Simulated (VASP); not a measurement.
```
Al2Pt
1.0
    0.00000     3.03475     2.92835
    3.00150     0.00000     2.92835
    3.00150     3.03475     0.00000
Al Pt
2 1
Direct
  0.25000   0.25000   0.25000
  0.75000   0.75000   0.75000
  0.98493   0.01507   0.01507
```

All values below come from PBE GGA with D4 dispersion, VASP's PBE PAW potentials (set 64) (plane waves; VASP). Numerical set-up: 400 eV cut-off, 8×8×8 Γ-centred mesh, first-order Methfessel-Paxton smearing of 0.10 eV, potentials Al Pt.

Unless said otherwise, spin-orbit coupling is left out, though it shifts the bands of the heavy elements here.

Problem. What does the run give for the energy per atom (σ→0), pressure, largest force, band gap (on the k-mesh) with the smallest direct gap where there is one?

Solution. 
```json
{
  "band gap (on the k-mesh)": "none (metal, semimetal or under 0.01 eV)",
  "energy per atom (σ→0)": "-5.819 eV/atom",
  "pressure": "-5.34 GPa",
  "largest_force": "0.678 eV/Å"
}
```

The absolute energy has meaning only against runs of the same code, potentials and settings.

The compound is PtAl2 in the fluorite structure. The cell was not relaxed at this level, atoms are displaced from their ideal sites. The run is one of a series of settings (IVDW = 13 against the base run), some of them coarse on purpose.
